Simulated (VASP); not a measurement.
Input of a VASP 6.6.1 run:

The input INCAR:

```
SYSTEM = Al15CoN16
  PREC = Accurate
  ENCUT = 450
  EDIFF = 1E-5
  ISMEAR = 0
  SIGMA = 0.03
  LREAL = Auto
  LASPH = .TRUE.
  NELM = 120
  ALGO = Normal
  ISIF = 2
  LWAVE = .FALSE.
  LCHARG = .FALSE.
  ISPIN = 2
  MAGMOM = 0 0 0 0 0 0 0 0 0 0 0 0 0 0 0 0 0 0 0 0 0 0 0 0 0 0 0 0 0 0 0 0
  LORBIT = 11
  NUPDOWN = 0
  LMAXMIX = 4
  LDAU = .TRUE.
  LDAUTYPE = 2
  LDAUL = 2 -1 -1
  LDAUU = 4 0 0
  LDAUJ = 0 0 0
  LDAUPRINT = 1
  GGA = PS
  KPAR = 4
```

The input KPOINTS:

```
Automatic mesh
0
G
  3 3 2
  0 0 0
```

Contents of POSCAR:

```
Al15CoN16
1.0
    6.2200008610      0.0000000000      0.0000000000
   -3.1100004305      5.3866787572      0.0000000000
    0.0000000000      0.0000000000      9.9600000000
Co Al N
1 15 16
Direct
    0.3333333333      0.1666666667      0.0000000000
    0.3333333333      0.1666666667      0.5000000000
    0.3333333333      0.6666666667      0.0000000000
    0.3333333333      0.6666666667      0.5000000000
    0.8333333333      0.1666666667      0.0000000000
    0.8333333333      0.1666666667      0.5000000000
    0.8333333333      0.6666666667      0.0000000000
    0.8333333333      0.6666666667      0.5000000000
    0.1666666667      0.3333333333      0.2500000000
    0.1666666667      0.3333333333      0.7500000000
    0.1666666667      0.8333333333      0.2500000000
    0.1666666667      0.8333333333      0.7500000000
    0.6666666667      0.3333333333      0.2500000000
    0.6666666667      0.3333333333      0.7500000000
    0.6666666667      0.8333333333      0.2500000000
    0.6666666667      0.8333333333      0.7500000000
    0.3333333333      0.1666666667      0.1910000000
    0.3333333333      0.1666666667      0.6910000000
    0.3333333333      0.6666666667      0.1910000000
    0.3333333333      0.6666666667      0.6910000000
    0.8333333333      0.1666666667      0.1910000000
    0.8333333333      0.1666666667      0.6910000000
    0.8333333333      0.6666666667      0.1910000000
    0.8333333333      0.6666666667      0.6910000000
    0.1666666667      0.3333333333      0.4410000000
    0.1666666667      0.3333333333      0.9410000000
    0.1666666667      0.8333333333      0.4410000000
    0.1666666667      0.8333333333      0.9410000000
    0.6666666667      0.3333333333      0.4410000000
    0.6666666667      0.3333333333      0.9410000000
    0.6666666667      0.8333333333      0.4410000000
    0.6666666667      0.8333333333      0.9410000000
```

Potentials or basis: VASP PAW PBE potentials, release 64 (Co, Al, N).

Command:

```sh
$ cat potpaw_PBE.64/Co/POTCAR potpaw_PBE.64/Al/POTCAR potpaw_PBE.64/N/POTCAR > POTCAR
$ mpirun -np 4 vasp_std > vasp.out
```

Task: Predict the largest force.

Result: 0.374 eV/Å.

Forces in eV/Å, atoms in the order of the input:
```
Co   0.000  0.000 -0.254
Al   0.000  0.000  0.082
Al   0.241  0.139  0.240
Al   0.046  0.027 -0.029
Al   0.000 -0.278  0.240
Al   0.000 -0.053 -0.029
Al  -0.241  0.139  0.240
Al  -0.046  0.027 -0.029
Al  -0.169  0.098 -0.266
Al   0.051 -0.029 -0.026
Al   0.000 -0.196 -0.266
Al   0.000  0.059 -0.026
Al   0.169  0.098 -0.266
Al  -0.051 -0.029 -0.026
Al   0.000  0.000 -0.115
Al   0.000  0.000  0.144
N    0.000  0.000 -0.182
N    0.000  0.000 -0.035
N   -0.039 -0.022  0.074
N   -0.003 -0.002 -0.047
N    0.000  0.045  0.074
N    0.000  0.003 -0.047
N    0.039 -0.022  0.074
N    0.003 -0.002 -0.047
N    0.064 -0.037  0.000
N   -0.271  0.157  0.204
N    0.000  0.073  0.000
N    0.000 -0.313  0.204
N   -0.064 -0.037  0.000
N    0.271  0.157  0.204
N    0.000  0.000  0.052
N    0.000  0.000 -0.142
```

Caveat: the k mesh is coarse (spacing up to 0.39 Å⁻¹), so the values aren't converged; the PAW data sets were made with another functional, which shifts forces and pressure a little; the total moment is fixed, so each spin has its own Fermi level. The state reached can hang on the start; a lower one may exist.
